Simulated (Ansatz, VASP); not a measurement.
# Cross-check of NiO (rocksalt prototype) between VASP and Ansatz

Aim: how closely do two programs agree when they are given the same cell, functional and k mesh? The start cell is built, not measured: As first built, before any earlier steps moved the atoms (in the runner's words): rocksalt prototype, lattice guessed from radii. The cell is taken from a series of runs on this material, whose earlier steps may have relaxed, scaled, displaced or heated it; both programs get it as it stands.

Main program and level: Ansatz 0.2.0; plane waves, with VASP 6.6.1 beside it; single point at LDA, DFT+U.

### 1. Starting point

The structure is cubic, space group Fm-3m (No. 225). The conventional cell has a = 4.203 Å, b = 4.203 Å, c = 4.203 Å, α = 90.00°, β = 90.00°, γ = 90.00°. Nearest to Ni lie 6 O at 2.10 Å. Nearest to O lie 6 Ni at 2.10 Å. As first built, before any earlier steps moved the atoms (in the runner's words): rocksalt prototype, lattice guessed from radii. Farther neighbours and most contacts between anions are not listed.

### 2. Ansatz: single point, LDA, DFT+U, pair 1

Ansatz runs on its default PAW (the set named soft_2) files.

A single point gives forces, pressure and levels at one fixed geometry, so differences don't come from the geometry; what else differs is listed under the comparison.

The input, input.yaml:

```yaml
crystal:
  lattice:
    - [0.0, 2.10134405, 2.10134405]
    - [-2.10134405, 0.0, -2.10134405]
    - [-4.2026881, -4.2026881, 4.2026881]
  atoms:
    - { symbol: Ni, position: [0.0, 0.0, 0.0], spin: 2.0 }
    - { symbol: Ni, position: [0.333333333, 0.666666667, 0.666666667], spin: 2.0 }
    - { symbol: Ni, position: [0.666666667, 0.333333333, 0.333333333], spin: 2.0 }
    - { symbol: O, position: [0.666666667, 0.333333333, 0.833333333] }
    - { symbol: O, position: [0.0, 0.0, 0.5] }
    - { symbol: O, position: [0.333333333, 0.666666667, 0.166666667] }
magnetization:
  spin_polarized: true
kpoints:
  mp_grid: { grid: [11, 11, 4] }
hamiltonian:
  xc: lda
  hubbard:
    sites:
      - { species: Ni, l: d, u_eff: 2.4 }
      - { site: 0, l: d, u_eff: 2.4, starting_ns: [{ spin: up, occupation_matrix: ni1_major }, { spin: down, occupation_matrix: ni1_minor }] }
      - { site: 1, l: d, u_eff: 2.4, starting_ns: [{ spin: up, occupation_matrix: ni1_major }, { spin: down, occupation_matrix: ni1_minor }] }
      - { site: 2, l: d, u_eff: 2.4, starting_ns: [{ spin: up, occupation_matrix: ni1_major }, { spin: down, occupation_matrix: ni1_minor }] }
    projectors: ortho-atomic
    occupation_matrices:
      ni1_major:
        matrix:
          - [0.995, 0.0, 0.0, 0.0, 0.0]
          - [0.0, 0.998, 0.0, 0.0, 0.0]
          - [0.0, 0.0, 0.998, 0.0, 0.0]
          - [0.0, 0.0, 0.0, 0.995, 0.0]
          - [0.0, 0.0, 0.0, 0.0, 0.998]
      ni1_minor:
        matrix:
          - [0.226, 0.0, 0.0, 0.0, 0.0]
          - [0.0, 0.992, 0.0, 0.0, 0.0]
          - [0.0, 0.0, 0.992, 0.0, 0.0]
          - [0.0, 0.0, 0.0, 0.226, 0.0]
          - [0.0, 0.0, 0.0, 0.0, 0.992]
scf:
  occupations: { method: fermi_dirac, width: 0.05 }
output:
  eigenvalues: true
```

On the command line:

```sh
ansatz run input.yaml --threads 4 --pin off --max-ram 8192MiB --backend cpu --events-out ev --progress --plain --runs-dir out
```

Numbers of over 12 decimals in the logs are rounded to 6 here.

Log:

```text
Engine: ansatz 0.2.0, aarch64-unknown-linux-gnu
Pseudopotentials: kind: paw
Pseudopotential: Ni, paw, valence charge 18, recommended cutoff 420 eV (normal), Ni.paw.azcp
Pseudopotential: O, paw, valence charge 6, recommended cutoff 420 eV (normal), O.paw.azcp
Functional definition: SPW92
  exchange = slater_x
  correlation = pw_c
Crystal: 6 atoms, lattice volume = 55.673 Å³
Basis set: ecut = 420 eV, 1057 PW (Γ)
Bands: 47, of which v1, the nominal top of the filled ones, is band 36 counted from 1 (35 counted from 0)
Symmetry: 36 space group operations
Space group: Fm-3m (ITA 225), of the structure as read, at distance tolerance 3.8e-5 Å
Magnetic group: BNS 225.116 (UNI 1618), of the structure as read, at distance tolerance 3.8e-5 Å
k-points: 58 of 484
Non-local potential: Ni, projectors of the file, l = 0: 3, l = 1: 2, l = 2: 3, l = 3: 1
Non-local potential: O, projectors of the file, l = 0: 2, l = 1: 2, l = 2: 1
PAW form: soft (Blöchl's): semilocal exchange-correlation on the pseudo side does not see the compensation charge
PAW frozen core: Ni, regenerated for the run's functional, and the local potential with it (the file was generated under x = pbe(κ = 0.804, μ = 0.219515), c = pbe(β = 0.066725))
PAW frozen core: O, regenerated for the run's functional, and the local potential with it (the file was generated under x = pbe(κ = 0.804, μ = 0.219515), c = pbe(β = 0.066725))
PAW one-centre angular grid: Ni, 590 points (default); XC on 64 Gauss nodes
PAW one-centre angular grid: O, 110 points (default); XC on 64 Gauss nodes
Initial density: superposition of atomic densities (chi_scale 0.1, normalization cell, long waves kept (reshape's long-wave potential 0.00 eV rms))
Starting moments: Σ|m| = 6 μB on 3 of 6 sites
Initial wavefunctions: pseudopotential atomic-orbital guess
Functional: x = slater, c = lda
SCF iter   1: F=—  HF=-18987.285068 eV  |F-HF|=—  |Δ(HF+E_count)|=         —  Δρ=3.58e-1 (↑1.01e-1 ↓3.58e-1)  dr2=7.96e1  dr2_m=1.23e1  M=1.873 μB ∫|m|=1.879 μB  β_m=0.30  ethr=3.10e-3  ⟨swp⟩=5.1  Hψ=17884  notcnv=0  defer=4
preconditioner: auto → Kerker (q_TF=auto, 2.848 Å⁻¹)  [metal: Δε(μ)=0.009 eV  Ē_g=13.628 eV  σ=0.050 eV  W_gap=0.05  n_scr=24 (ndim 8)  ℏωp=34.5 eV  f_vac=0.000  D(μ)=4.17/eV (n_scr^D=50)]
spin=Collinear: Kerker preconditioning applied to the charge; magnetization (m = ρ↑ − ρ↓) channel mixes plain (no charge-response kernel on spin).
SCF iter   2: F=—  HF=-18979.196479 eV  |F-HF|=—  |Δ(HF+E_count)|=    8.09e0  Δρ=1.06e-1 (↑5.24e-2 ↓1.06e-1)  dr2=2.84e0  dr2_m=1.51e0  M=5.694 μB ∫|m|=5.702 μB  β_m=1.00  ethr=3.10e-3  ⟨swp⟩=3.9  Hψ=13429  notcnv=0  defer=406
SCF iter   3: F=—  HF=-18978.370812 eV  |F-HF|=—  |Δ(HF+E_count)|=   8.26e-1  Δρ=3.85e-2 (↑3.85e-2 ↓3.08e-2)  dr2=5.76e-1  dr2_m=4.12e-2  M=5.653 μB ∫|m|=5.669 μB  β_m=0.30  ethr=3.10e-3  ⟨swp⟩=3.0  Hψ=10177  notcnv=0  defer=433
SCF iter   4: F=—  HF=-18978.842918 eV  |F-HF|=—  |Δ(HF+E_count)|=   4.72e-1  Δρ=4.44e-2 (↑1.37e-2 ↓4.44e-2)  dr2=1.25e0  dr2_m=1.37e-1  M=5.350 μB ∫|m|=5.362 μB  β_m=0.30  ethr=8.00e-4  ⟨swp⟩=2.9  Hψ=11058  notcnv=0  defer=447
SCF iter   5: F=—  HF=-18978.704005 eV  |F-HF|=—  |Δ(HF+E_count)|=   1.39e-1  Δρ=1.04e-2 (↑6.77e-3 ↓1.04e-2)  dr2=1.27e-2  dr2_m=3.10e-2  M=5.752 μB ∫|m|=5.769 μB  β_m=1.00  ethr=8.00e-4  ⟨swp⟩=2.9  Hψ=9117  notcnv=0  defer=453
SCF iter   6: F=—  HF=-18978.782005 eV  |F-HF|=—  |Δ(HF+E_count)|=   7.80e-2  Δρ=8.46e-3 (↑2.91e-3 ↓8.46e-3)  dr2=3.53e-2  dr2_m=8.63e-3  M=5.858 μB ∫|m|=5.880 μB  β_m=1.00  ethr=1.76e-5  ⟨swp⟩=2.0  Hψ=10620  notcnv=0  defer=445
SCF iter   7: F=—  HF=-18978.819552 eV  |F-HF|=—  |Δ(HF+E_count)|=   3.75e-2  Δρ=1.83e-3 (↑1.83e-3 ↓1.55e-3)  dr2=1.60e-3  dr2_m=3.57e-4  M=5.876 μB ∫|m|=5.899 μB  β_m=1.00  ethr=1.76e-5  ⟨swp⟩=2.0  Hψ=8165  notcnv=0  defer=445
SCF iter   8: F=—  HF=-18978.860934 eV  |F-HF|=—  |Δ(HF+E_count)|=   4.14e-2  Δρ=2.63e-3 (↑1.44e-3 ↓2.63e-3)  dr2=5.86e-3  dr2_m=7.85e-4  M=5.906 μB ∫|m|=5.930 μB  β_m=1.00  ethr=2.23e-6  ⟨swp⟩=2.0  Hψ=9581  notcnv=0  defer=445
SCF iter   9: F=—  HF=-18978.879692 eV  |F-HF|=—  |Δ(HF+E_count)|=   1.88e-2  Δρ=2.32e-3 (↑1.52e-3 ↓2.32e-3)  dr2=6.60e-3  dr2_m=2.59e-4  M=5.922 μB ∫|m|=5.948 μB  β_m=1.00  ethr=2.23e-6  ⟨swp⟩=2.0  Hψ=7108  notcnv=0  defer=445
SCF iter  10: F=—  HF=-18978.890097 eV  |F-HF|=—  |Δ(HF+E_count)|=   1.04e-2  Δρ=2.94e-3 (↑6.16e-4 ↓2.94e-3)  dr2=5.11e-3  dr2_m=9.03e-4  M=5.909 μB ∫|m|=5.934 μB  β_m=0.30  ethr=2.23e-6  ⟨swp⟩=2.4  Hψ=9853  notcnv=0  defer=445
Mixer restart at iter 10: flushing history
spin-set hold released at iteration 10 (site moments contracting): the magnetisation degrees of freedom join the quasi-Newton model from the next iteration; the mixer history was flushed
SCF iter  11: F=—  HF=-18978.895430 eV  |F-HF|=—  |Δ(HF+E_count)|=   5.33e-3  Δρ=6.32e-4 (↑4.68e-4 ↓6.32e-4)  dr2=9.28e-5  dr2_m=7.19e-5  M=5.926 μB ∫|m|=5.952 μB  β_m=0.52  ethr=2.23e-6  ⟨swp⟩=2.4  Hψ=8849  notcnv=0  defer=445
SCF iter  12: F=—  HF=-18978.901225 eV  |F-HF|=—  |Δ(HF+E_count)|=   5.80e-3  Δρ=6.05e-4 (↑6.02e-4 ↓6.05e-4)  dr2=1.47e-5  dr2_m=1.80e-4  M=5.937 μB ∫|m|=5.964 μB  β_m=0.76  ethr=1.29e-7  ⟨swp⟩=2.0  Hψ=9300  notcnv=0  defer=445
SCF iter  13: F=—  HF=-18978.903055 eV  |F-HF|=—  |Δ(HF+E_count)|=   1.83e-3  Δρ=1.30e-3 (↑3.36e-4 ↓1.30e-3)  dr2=9.45e-4  dr2_m=1.28e-4  M=5.950 μB ∫|m|=5.979 μB  β_m=0.73  ethr=2.04e-8  ⟨swp⟩=2.7  Hψ=10586  notcnv=0  defer=445
SCF iter  14: F=—  HF=-18978.902840 eV  |F-HF|=—  |Δ(HF+E_count)|=   2.14e-4  Δρ=1.49e-4 (↑1.49e-4 ↓1.32e-4)  dr2=1.41e-5  dr2_m=6.64e-6  M=5.949 μB ∫|m|=5.977 μB  β_m=0.75  ethr=2.04e-8  ⟨swp⟩=3.0  Hψ=10800  notcnv=0  defer=445
SCF iter  15: F=—  HF=-18978.902839 eV  |F-HF|=—  |Δ(HF+E_count)|=   1.82e-6  Δρ=6.56e-5 (↑3.31e-5 ↓6.56e-5)  dr2=1.66e-6  dr2_m=3.69e-7  M=5.948 μB ∫|m|=5.977 μB  β_m=0.88  ethr=1.95e-8  ⟨swp⟩=2.0  Hψ=7354  notcnv=0  defer=445
SCF iter  16: F=—  HF=-18978.902839 eV  |F-HF|=—  |Δ(HF+E_count)|=   7.13e-7  Δρ=1.98e-5 (↑6.30e-6 ↓1.98e-5)  dr2=1.76e-7  dr2_m=3.36e-8  M=5.948 μB ∫|m|=5.977 μB  β_m=0.86  ethr=2.30e-9  ⟨swp⟩=2.1  Hψ=8175  notcnv=0  defer=445
SCF iter  17: F=-18978.902839 eV  HF=-18978.902839 eV  |F-HF|=1.82e-10  |Δ(HF+E_count)|=   3.32e-8  Δρ=1.24e-6 (↑1.24e-6 ↓1.24e-6)  dr2=1.85e-9  dr2_m=2.81e-10  M=5.948 μB ∫|m|=5.977 μB  ethr=1.39e-10  ⟨swp⟩=8.5  Hψ=18602  notcnv=0
SCF 1 converged in 17 iterations: F = -18978.902839 eV  dr2 = 1.85e-9
  greatest PAW one-centre occupation: 1.003 electrons in one spin orbital (limit 2), on the Ni atom at site 2 (counted from 0), in its partial waves of l = 1
SCF converged after 17 iterations
Magnetization: 5.9482 μB (38.9741 up, 33.0259 down)
Absolute magnetization: 5.9744 μB (∫|ρ↑−ρ↓|, with the PAW one-centre terms)
Spin contamination: 0.0084 ħ² per cell (⟨S²⟩ above its minimum at these occupations)
Per-site moments (μB) at R_I (Å): [(1.589099, 0.866804420625), (1.589099, 0.866804420625), (1.589099, 0.866804420625), (0.329130, 0.866804420625), (0.329130, 0.866804420625), (0.329130, 0.866804420625)]
Free energy (F): -18978.902839 eV
Harris-Foulkes:  -18978.902839 eV  (|F-HF|=1.82e-10)
Internal energy: -18978.896846 eV  (E = F + TS)
E sigma→0 (E₀):  -18978.899843 eV
Entropy (-TS):   -0.005993 eV (-0.999 meV/atom)
Fermi energy:    13.399642 eV
--- Per-component energies (eV) ---
  E_band       = -1054.709169
  E_kinetic    = 1349.740193
  E_local      = -12081.383790  (includes V_loc(G=0)·N_el)
  E_nonlocal   = 2087.332784
  E_hartree    = 4954.942468
  E_xc         = -462.315577
  E_vxc        = -596.490877  (∫ρ·V_xc dr)
  E_hubbard    = 1.390267  (on-site DFT+U / exact-exchange correction)
  E_vhub       = -27.500388  (the Hubbard potential's part of the band-sum identity)
  E_paw        = -5137.565101  (= ΣΔE_a)
  E_vpaw       = -1696.304416  (= ΣTr[D̂ρ^β])
  E_aug_tail   = 0.008676  (compensation charges beyond the density's cutoff)
  E_ewald      = -9692.639892
  E_core_change = 1.593126  (= ΣΔE_core)
  E_smearing   = -0.005993  (= −TS)
  E_closure    = -0.000000  (closes the sum)
  Σ components = -18978.902839   (vs F -18978.902839, Δ=0.00e0)
--- Specified on-site occupations, and those of the state reported ---
  electrons in the specified blocks: 25.2360 specified, 25.2341 found
  site 2 (l=d) ↓: largest change of an orbital's occupation 0.0013; electrons 3.4280 specified, 3.4269 found; spectral distance 0.0021
  site 0 (l=d) ↓: largest change of an orbital's occupation 0.0013; electrons 3.4280 specified, 3.4269 found; spectral distance 0.0021
  site 1 (l=d) ↓: largest change of an orbital's occupation 0.0013; electrons 3.4280 specified, 3.4269 found; spectral distance 0.0021
  site 0 (l=d) ↑: largest change of an orbital's occupation 0.0006; electrons 4.9840 specified, 4.9845 found; spectral distance 0.0009
  site 1 (l=d) ↑: largest change of an orbital's occupation 0.0006; electrons 4.9840 specified, 4.9845 found; spectral distance 0.0009
  site 2 (l=d) ↑: largest change of an orbital's occupation 0.0006; electrons 4.9840 specified, 4.9845 found; spectral distance 0.0009
--- Band table (eV; the first three rows and the last of 116) ---
  k-point 0 ↑: bands = [... 32 lower, 10.8009, 10.8010, 10.8010, 12.9164, 12.9164, 12.9164, 12.9164, 14.9933, ... 7 higher]
  k-point 1 ↑: bands = [... 32 lower, 10.9658, 11.1314, 11.1314, 12.3909, 12.3909, 13.2663, 13.2663, 15.5009, ... 7 higher]
  k-point 2 ↑: bands = [... 32 lower, 11.0432, 11.7591, 11.7591, 11.7591, 11.7591, 13.3892, 13.3892, 16.5814, ... 7 higher]
  k-point 57 ↓: bands = [... 32 lower, 12.0411, 14.2738, 14.2738, 14.6888, 15.0177, 15.0177, 15.3673, 21.9183, ... 7 higher]
Occupation matrices written to <dir>
```

(Continued in part 2 of 3.)

[Lines on the potential files, build, host, timing and source positions are cut from VASP's logs without a mark.]

[Logs are printed without paths, hosts, clocks, repeated set-up lines and the standing remarks that a program may print on its own settings, such as how far it seeks lower states.]

[Hosts, paths, dates, database ids (printed as entryN), source tags and the programs' standing remarks are cut or masked in the printed files.]
